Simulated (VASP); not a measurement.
The system is HfO2.

```xyz
3
Lattice="0.0000 2.6000 2.6000 2.6000 0.0000 2.6000 2.6000 2.6000 0.0000" Properties=species:S:1:pos:R:3 pbc="T T T"
Hf    0.0000    0.0000    0.0000
O     1.3000    1.3000    1.3000
O     3.9000    3.9000    3.9000
```

The cell was built by a generator and needn't be a form met in nature.

Base run:

- Program: VASP 6.6.1
- Functional: PBEsol
- Potentials or basis: VASP PAW PBE potentials, release 64 (Hf_pv, O)
- Cutoff: 700 eV
- k mesh: 6 × 6 × 6
- Occupations: gaussian, width 0.05 eV
- Spin: no spin polarisation

Its results: band gap on the k mesh 3.48 eV, direct; pressure -23.1 GPa.

The run is repeated on the same cell with these changes: functional from PBEsol to PBE. What comes out?

Band gap on the k mesh 3.60 eV, direct; pressure -16.3 GPa.

PBE binds less tightly than PBEsol, so the same cell stands under more pressure.

Caveats: so large a pressure means that the cell lies far from this level's equilibrium, or that cutoff or potentials fall short; spin-orbit coupling is left out, which moves the levels of the heavy elements; the potentials were made for another functional, which shifts forces and pressure (some runs).

A k mesh can miss the band edges.

Not every run made on this cell is shown here.
